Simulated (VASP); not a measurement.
# LiMg6Mo (Amm2) in VASP: equation of state with BLYP

Aim: the equation of state of LiMg6Mo with BLYP.

All numbers are computed with VASP 6.6.1; they aren't measurements. Logs are shortened: lines on timing, memory, paths and dates and some standing lists are left out, and cuts for length are marked.

**1. The undisturbed crystal**

The structure is orthorhombic, space group Amm2 (No. 38). The conventional cell has a = 4.339 Å, b = 8.510 Å, c = 8.737 Å, α = 90.00°, β = 90.00°, γ = 90.00°. Mo (site symmetry mm2) is surrounded by 12 Mg at 2.96 to 3.05 Å. Mg (site symmetry mm2) has 8 Mg at 2.89 to 3.21 Å and 2 Mo at 2.97 Å and 2 Li at 3.25 Å as nearest neighbours. Around Mg (site symmetry mm2) lie 8 Mg at 2.89 to 3.21 Å and 2 Mo at 2.96 Å and 2 Li at 3.15 Å. Around Mg (site symmetry m) lie 8 Mg at 2.89 to 3.21 Å and 2 Mo at 3.00 Å and 2 Li at 3.08 Å. Mg (site symmetry m) is surrounded by 8 Mg at 3.03 to 3.09 Å and 2 Li at 3.03 to 3.07 Å and 2 Mo at 3.05 Å. Li (site symmetry mm2) is surrounded by 12 Mg at 3.03 to 3.25 Å.

The cell comes from a database or a generator and needn't be the stable form of this composition.

**2. Equation of state, BLYP (cell strained at random at fixed volume)**

File run.py:

```python
from ase.calculators.vasp import Vasp
from ase.eos import EquationOfState
from ase.io import Trajectory
from ase.io import read
from ase.units import GPa

atoms = read('LiMg6Mo.xyz')
calc = Vasp(
    directory='calc',
    xc='blyp',
    pp='PBE',
    setups='minimal',
    prec='Accurate',
    encut=500,
    ediff=1e-06,
    ismear=1,
    sigma=0.1,
    lreal=False,
    lasph=True,
    nelm=100,
    algo='Normal',
    isif=2,
    lwave=False,
    lcharg=False,
    kpts=[6, 5, 5],
    gamma=True,
)
atoms.calc = calc
cell = atoms.cell.copy()
volumes, energies = [], []
traj = Trajectory('eos.traj', 'w')
for x in [0.94, 0.96, 0.98, 1.0, 1.02, 1.04, 1.06]:
    atoms.set_cell(cell * x ** (1 / 3), scale_atoms=True)
    volumes.append(atoms.get_volume())
    energies.append(atoms.get_potential_energy())
    traj.write(atoms)
    print(f'{x:5.2f} {volumes[-1]:12.5f} {energies[-1]:14.6f}')

v0, e0, B = EquationOfState(volumes, energies, eos='birchmurnaghan').fit()
print(f'V0 = {v0:.4f} A^3, E0 = {e0:.6f} eV, B = {B / GPa:.2f} GPa')
```

File LiMg6Mo.xyz:

```xyz
8
Lattice="4.2367680000 -0.0154190000 0.0042850000 -0.0108060000 4.2250950000 4.4536170000 0.0194330000 -4.2771420000 4.5043120000" Properties=species:S:1:pos:R:3 pbc="T T T"
Mo     0.0010579721     -0.0063827838      1.0985556229
Mg     2.1214386654     -0.0261384059      3.1739839162
Mg     2.1260876694     -0.0541860137      8.0013222750
Mg     2.1315239559     -2.2212085734      5.6045766484
Mg     2.1160099276      2.1408386127      5.5785677307
Mg     0.0107126021     -2.1209023571      3.3756853779
Mg    -0.0042347776      2.0818214099      3.3506264338
Li     0.0054480195     -0.0328680969      5.6570038269
```

Potentials or basis: VASP PAW PBE potentials, release 64 (Mo, Mg, Li).

Launch:

```sh
$ python run.py
```

What it wrote:

```text
0.94    151.65345     -14.675473
 0.96    154.88012     -14.747521
 0.98    158.10679     -14.794852
 1.00    161.33346     -14.819856
 1.02    164.56013     -14.824681
 1.04    167.78679     -14.811277
 1.06    171.01346     -14.781404
V0 = 163.7570 A^3, E0 = -14.825255 eV, B = 47.06 GPa
```

OUTCAR:

```text
ENCUT = 500.000000
   EDIFF = 1.00e-06
   GGA = B5
   PREC = Accurate
   ISIF = 2
   ISMEAR = 1
   NELM = 100
   LASPH = .TRUE.
   LREAL = .FALSE.

 ion  position               nearest neighbor table
   1  1.000  0.123  0.123-   3 3.01   4 3.01   5 3.01   3 3.01   2 3.02   2 3.03   4 3.03   5 3.03
                             7 3.13   7 3.13   6 3.17   6 3.17
   2  0.500  0.354  0.354-   5 2.96   4 3.00   1 3.02   1 3.03   7 3.04   6 3.04   7 3.06   6 3.06
                             5 3.30   8 3.33   8 3.33   4 3.34
   3  0.500  0.893  0.893-   4 2.97   5 3.00   1 3.01   1 3.01   7 3.07   6 3.07   7 3.09   6 3.09
                             8 3.22   8 3.22   4 3.29   5 3.33
   4  0.500  0.367  0.880-   3 2.97   2 3.00   1 3.01   1 3.03   8 3.09   8 3.11   6 3.13   6 3.14
                             7 3.15   7 3.16   3 3.29   2 3.34
   5  0.500  0.880  0.367-   2 2.96   3 3.00   1 3.01   1 3.03   8 3.09   8 3.11   7 3.13   7 3.14
                             6 3.15   6 3.16   2 3.30   3 3.33
   6  0.000  0.128  0.623-   2 3.04   2 3.06   3 3.07   3 3.09   8 3.11   4 3.13   4 3.14   5 3.15
                             8 3.15   5 3.16   1 3.17   1 3.17
   7  1.000  0.623  0.128-   2 3.04   2 3.06   3 3.07   3 3.09   1 3.13   5 3.13   1 3.13   5 3.14
                             8 3.14   4 3.15   4 3.16   8 3.19
   8  1.000  0.632  0.632-   4 3.09   5 3.09   6 3.11   4 3.11   5 3.11   7 3.14   6 3.15   7 3.19
                             3 3.22   3 3.22   2 3.33   2 3.33

  LATTYP: Found a triclinic cell.
 ALAT       =     7.6435906449
 B/A-ratio  =     0.5651655087
 C/A-ratio  =     0.8188970834
 COS(alpha) =     0.0035312517
 COS(beta)  =     0.0452140660
 COS(gamma) =     0.5598891911

  Lattice vectors:

 A1 = (   4.3000488424,   4.3453074164,  -4.5882852304)
 A2 = (   4.3198629784,  -0.0157214101,   0.0043690409)
 A3 = (   0.0110179362,  -4.3079610380,  -4.5409649994)

Analysis of symmetry for initial positions (statically):
=====================================================================
 Subroutine PRICEL returns:
 Original cell was already a primitive cell.

 Routine SETGRP: Setting up the symmetry group for a
 triclinic supercell.

 Subroutine GETGRP returns: Found  1 space group operations
 (whereof  1 operations were pure point group operations)
 out of a pool of  2 trial point group operations.

The static configuration has the point symmetry C_1 .

Analysis of symmetry for dynamics (positions and initial velocities):
=====================================================================
 Subroutine PRICEL returns:
 Original cell was already a primitive cell.

 Routine SETGRP: Setting up the symmetry group for a
 triclinic supercell.

 Subroutine GETGRP returns: Found  1 space group operations
 (whereof  1 operations were pure point group operations)
 out of a pool of  2 trial point group operations.

The dynamic configuration has the point symmetry C_1 .

 Subroutine INISYM returns: Found  1 space group operations
 (whereof  1 operations are pure point group operations),
 and found     1 'primitive' translations

----------------------------------------------------------------------------------------

                                     Primitive cell

  volume of cell :     171.0135

  direct lattice vectors                    reciprocal lattice vectors
     4.319862978 -0.015721410  0.004369041     0.231492036  0.000822022 -0.000218164
    -0.011017936  4.307961038  4.540964999     0.000310791  0.116011629  0.110159370
     0.019814136 -4.361028827  4.592654271    -0.000527514 -0.114706727  0.108819667

  length of vectors
     4.319893795  6.259314086  6.333359163     0.231493598  0.159980879  0.158112718

  position of ions in fractional coordinates (direct lattice)
     1.000000000  0.122635000  0.122635000
     0.500000000  0.354082000  0.354082000
     0.500000000  0.892972000  0.892972000
     0.500000000  0.367441000  0.880488000
[... 41 lines left out ...]

 Following reciprocal coordinates:
            Coordinates               Weight
  0.000000  0.000000  0.000000      1.000000
  0.166667  0.000000  0.000000      2.000000
  0.333333  0.000000  0.000000      2.000000
  0.500000 -0.000000  0.000000      1.000000
 -0.000000  0.200000  0.000000      2.000000
  0.166667  0.200000  0.000000      2.000000
[... 16 lines left out ...]
  0.000000  0.200000  0.200000      2.000000
  0.166667  0.200000  0.200000      2.000000
 [... further k-points ...]
   k-points           NKPTS =     76   k-points in BZ     NKDIM =     76   number of bands    NBANDS=     14
   number of dos      NEDOS =    301   number of ions     NIONS =      8
   total plane-waves  NPLWV =  73728
   dimension x,y,z NGX =    32 NGY =   48 NGZ =   48
   dimension x,y,z NGXF=    64 NGYF=   96 NGZF=   96
   ions per type =               1   6   1
   NGX,Y,Z   is equivalent  to a cutoff of  12.31, 12.75, 12.60 a.u.
   NGXF,Y,Z  is equivalent  to a cutoff of  24.63, 25.50, 25.20 a.u.
 SYSTEM =  unknown system
   PREC   = accura    normal or accurate (medium, high low for compatibility)
   ISTART =      0    job   : 0-new  1-cont  2-samecut
   ICHARG =      2    charge: 1-file 2-atom 10-const
   ISPIN  =      1    spin polarized calculation?
   LNONCOLLINEAR =      F non collinear calculations
   LSORBIT =      F    spin-orbit coupling
   LASPH  =      T    aspherical Exc in radial PAW
   ENCUT  =  500.0 eV  36.75 Ry    6.06 a.u.   7.88 11.41 11.55*2*pi/ulx,y,z
   NELM   =    100;   NELMIN=  2; NELMDL=  0     # of ELM steps
   EDIFF  = 0.1E-05   stopping-criterion for ELM
   LREAL  =      F    real-space projection
   EDIFFG = 0.1E-04   stopping-criterion for IOM
   NSW    =      0    number of steps for IOM
   IBRION =     -1    ionic relax: 0-MD 1-quasi-New 2-CG
   NFREE  =      0    steps in history (QN), initial steepest desc. (CG)
   ISIF   =      2    stress and relaxation
   ISYM   =      2    0-nonsym 1-usesym 2-fastsym
   POTIM  = 0.5000    time-step for ionic-motion
   TEBEG  =    0.0;   TEEND  =   0.0 temperature during run
   PSTRESS=    0.0 pullay stress
   NELECT =      19.0000    total number of electrons
   NUPDOWN=      -1.0000    fix difference up-down
   EMIN   =  10.00;   EMAX   =-10.00  energy-range for DOS
   EFERMI =   0.00;   METHOD = LEGACY
   ISMEAR =     1;   SIGMA  =   0.10  broadening in eV -4-tet -1-fermi 0-gaus
   EFERMI_NEDOS =   21; number of points for ismear=-14 and -15
   IALGO  =     38    algorithm
   IMIX   =      4    mixing-type and parameters
     AMIX     =   0.40;   BMIX     =  1.00
     AMIX_MAG =   1.60;   BMIX_MAG =  1.00
  volume/ion in A,a.u.               =      21.38       144.26
  Fermi-wavevector in a.u.,A,eV,Ry     =   0.787014  1.487241  8.427332  0.619391
  Thomas-Fermi vector in A             =   1.891669
   LORBIT       =      0    0 simple, 1 ext, 2 COOP (PROOUT), +10 PAW based schemes
   GGA     = B5    functional components
   LHFCALC =     F    Hartree Fock is set to
   AEXX    =    0.0000 exact exchange contribution
   IVDW    =     0    specifies the selected vdW correction
   LEPSILON=     F    determine dielectric tensor
   LRPA    =     F    only Hartree local field effects (RPA)
 non-spin polarized calculation
 Methfessel and Paxton  Order N= 1 SIGMA  =   0.10
  energy-cutoff  :      500.00
  volume of cell :      171.01
 maximum number of plane-waves:      4372
   NGX = 15   NGY = 23   NGZ = 23

 number of electron      19.0000000 magnetization

 Free energy of the ion-electron system (eV)
  ---------------------------------------------------
  ext. energy  EPLUGINS =         0.00000000
  ---------------------------------------------------
  free energy    TOTEN  =       -14.78138895 eV

  energy without entropy =      -14.78143319  energy(sigma->0) =      -14.78140370

 E-fermi :   2.9693     XC(G=0):  -8.3201

 val. band max:        2.9665932353   @ k =   0.0000   0.4000   0.4000
 cond. band min:       2.9725556443   @ k =  -0.0000   0.2000   0.0000
 fundamental gap:      0.0059624090
 Fermi energy:         2.9692570189

 k-point     1 :       0.0000    0.0000    0.0000
  band No.  band energies     occupation
      1      -3.4750      2.00000
      2      -0.4839      2.00000
      3       0.1918      2.00000
      4       0.2920      2.00000
      5       0.5634      2.00000
      6       2.0568      2.00000
      7       2.4805      2.00000
      8       2.6090      2.00000
      9       2.6354      2.00002
     10       3.0822     -0.06772
     11       3.6364     -0.00000
     12       3.7287     -0.00000
     13       3.7781     -0.00000
     14       5.0734      0.00000
[... 377 lines left out ...]
      1      -2.9682      2.00000
      2      -0.9602      2.00000
      3      -0.4214      2.00000
      4       0.9228      2.00000
      5       1.3212      2.00000
      6       1.5025      2.00000
      7       2.3344      2.00000
      8       2.3641      2.00000
      9       2.4842      2.00000
     10       3.0113      0.35378
     11       3.4520     -0.00000
     12       3.9238     -0.00000
     13       4.3493     -0.00000
     14       5.3000      0.00000

 [... further k-points ...]
[... 5 lines left out ...]
  --------------------------------------------------------------------------------------
  -------------------------------------------------------------------------------------
  Total       -0.6894738     -2.1888689     -3.1344648      0.3229260      0.4418327     -0.0736047
  in kB       -6.4594874    -20.5069003    -29.3659242      3.0254032      4.1394071     -0.6895817
  external PRESSURE =     -18.7774373 kB  Pullay stress =       0.0000000 kB

 VOLUME and BASIS-vectors are now :
 -----------------------------------------------------------------------------
  energy-cutoff  :      500.00
  volume of cell :      171.01
      direct lattice vectors                 reciprocal lattice vectors
     4.319862978 -0.015721410  0.004369041     0.231492036  0.000822022 -0.000218164
    -0.011017936  4.307961038  4.540964999     0.000310791  0.116011629  0.110159370
     0.019814136 -4.361028827  4.592654271    -0.000527514 -0.114706727  0.108819667

 POSITION                                       TOTAL-FORCE (eV/Angst)
 -----------------------------------------------------------------------------------
      4.32094     -0.02223      1.12447        -0.000325      0.000204      0.032726
      2.16305     -0.02665      3.23623        -0.000496      0.015434     -0.198834
      2.16779     -0.05525      8.15825         0.000448     -0.015300      0.209115
      2.17333     -2.26477      5.71450        -0.001766     -0.191477      0.024838
      2.15751      2.18283      5.68798         0.001367      0.190393     -0.008652
      0.01092     -2.16250      3.44189        -0.001380     -0.035204     -0.009621
      4.31555      2.10693      3.42071         0.001618      0.037880     -0.012212
      4.32542     -0.04923      5.77232         0.000533     -0.001929     -0.037361
 -----------------------------------------------------------------------------------
    total drift:                                0.000000      0.000005     -0.000020

  FREE ENERGIE OF THE ION-ELECTRON SYSTEM (eV)
  ---------------------------------------------------
  free  energy   TOTEN  =       -14.7813889544 eV

  energy  without entropy=      -14.7814331892  energy(sigma->0) =      -14.78140370
```

INCAR:

```text
AGGAC = 1.000000
AGGAX = 1.000000
ALDAC = 0.000000
ENCUT = 500.000000
SIGMA = 0.100000
ALDAX = 1.000000
EDIFF = 1.00e-06
ALGO = Normal
GGA = B5
PREC = Accurate
ISIF = 2
ISMEAR = 1
NELM = 100
LASPH = .TRUE.
LCHARG = .FALSE.
LWAVE = .FALSE.
LREAL = .FALSE.
```

Wall time 19 min (1 thread of Intel Xeon Platinum 8259CL at 2.50GHz (Skylake/Cascade Lake), shared host); peak memory 0.41 GiB.

Results:

```
Equilibrium volume                        : 20.47 Å³/atom
Bulk modulus at fixed shape and positions : 47 GPa
Pressure derivative of the bulk modulus   : 4.1
```

Energy against volume, from the lowest point:
```tsv
volume (Å³/atom)	energy (meV/atom)
18.957	18.65
19.360	9.65
19.763	3.73
20.167	0.60
20.570	0.00
20.973	1.68
21.377	5.41
```

Caveat: the cell was scaled at fixed shape and fractional positions, which overstates the stiffness of a crystal with free parameters, most of all of layers and chains; the PAW data sets were made with another functional, which shifts forces and pressure a little.

**3. The reference run**

An earlier run on the cell as given: functional PBE; potentials or basis VASP PAW PBE potentials, release 64 (Mo_sv, Mg, Li_sv); cutoff 520 eV; k mesh 6 × 5 × 5; occupations fermi-dirac, width 0.05 eV; no spin polarisation.

* Largest force: 0.067 eV/Å
* Band gap on the k mesh: none (metal or under the smearing width)
